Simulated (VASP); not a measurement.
A convergence study with VASP on Li$_{2}$Se (antifluorite): one setting is varied, all else stays as given below, so the limit is that of these other settings.

```
Li2Se
1.0
    0.00000     3.00000     3.00000
    3.00000     0.00000     3.00000
    3.00000     3.00000     0.00000
Li Se
2 1
Direct
  0.25000   0.25000   0.25000
  0.75000   0.75000   0.75000
  0.00000   0.00000   0.00000
```

All values below come from PBE GGA, VASP's PBE PAW potentials (set 64) (plane waves; VASP). The tightest run used: 700 eV cut-off, 15×15×15 Γ-centred mesh, Gaussian smearing of 0.050 eV, potentials Li_sv Se.

```csv
setting,E (eV/atom),pressure (GPa),irreducible k-points
1×1×1 mesh,-0.9043,27.73,1
2×2×2 mesh,-3.4971,2.64,3
3×3×3 mesh,-3.6860,0.34,4
```

Question: These are the cheaper rows. Estimate the results at 15×15×15 mesh, and how far the last row shown lies from them.

Answer: 
| quantity | tightest run | last row shown is off by |
|---|---|---|
| E (eV/atom) | -3.7105 | 0.0245 |
| pressure (GPa) | 0.01 | 0.33 |

Left out are rungs that failed or repeat a setting and relaxations that didn't move; long series are thinned to 24 rows.

The compound is Li2Se in the antifluorite structure. The cell was not relaxed at this level.
